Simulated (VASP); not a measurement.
Ca2ZrN2:

```
CELL_PARAMETERS angstrom
-2.41912 2.41912 4.50871
2.41912 -2.41912 4.50871
2.41912 2.41912 -4.50871
ATOMIC_POSITIONS crystal
Ca 0.50000 0.00000 0.50000
Ca 0.00000 0.50000 0.50000
Zr 0.00000 0.00000 0.00000
N 0.75000 0.25000 0.50000
N 0.25000 0.75000 0.50000
```

The cell was built by a generator and needn't be a form met in nature.

- Program: VASP 6.6.1
- Task: relaxation of cell and atoms
- Functional: PBE
- Potentials or basis: VASP PAW PBE potentials, release 64 (Ca_sv, Zr_sv, N)
- Cutoff: 520 eV
- k mesh: 4 × 4 × 4
- Occupations: gaussian, width 0.15 eV
- Spin: no spin polarisation

At the start: pressure 7.4 GPa; volume 21.11 Å³/atom.

Q: Where does the relaxation end?

A: Over 7 steps the energy falls by 514.7 meV/atom and the volume is 29.70 Å³/atom (+40.7 %); space group I4/mmm (No. 139, to 0.05 Å).

Step by step:
```
step  energy change (eV)  largest force (eV/Å)  pressure (GPa)  volume (Å³)
   1              0.0000                0.0000            7.43       105.54
   2             -1.9960                0.0000            6.20       119.71
   3             -2.0993                0.0000            6.79       124.85
   4             -2.5508                0.0000           -1.01       154.89
   5             -2.5670                0.0000            0.06       149.52
   6             -2.5673                0.0000            0.05       150.04
   7             -2.5734                0.0000           -0.01       148.52
```

Final structure:
```xyz
5
Lattice="-2.9610 2.9610 4.2352 2.9610 -2.9610 4.2352 2.9610 2.9610 -4.2352" Properties=species:S:1:pos:R:3 pbc="T T T"
Ca    2.9610    0.0000    4.2352
Ca    2.9610    0.0000    0.0000
Zr    2.9610   -2.9610    4.2352
N     0.0000    2.9610    2.1176
N     2.9610    0.0000    2.1176
```

Caveat: the k mesh is coarse (spacing up to 0.46 Å⁻¹), so the values aren't converged; the volume moved by over 15 % at a fixed basis, so the end points are rough; the relaxation stopped at a loose force limit of 0.08 eV/Å, so its end isn't a converged minimum.
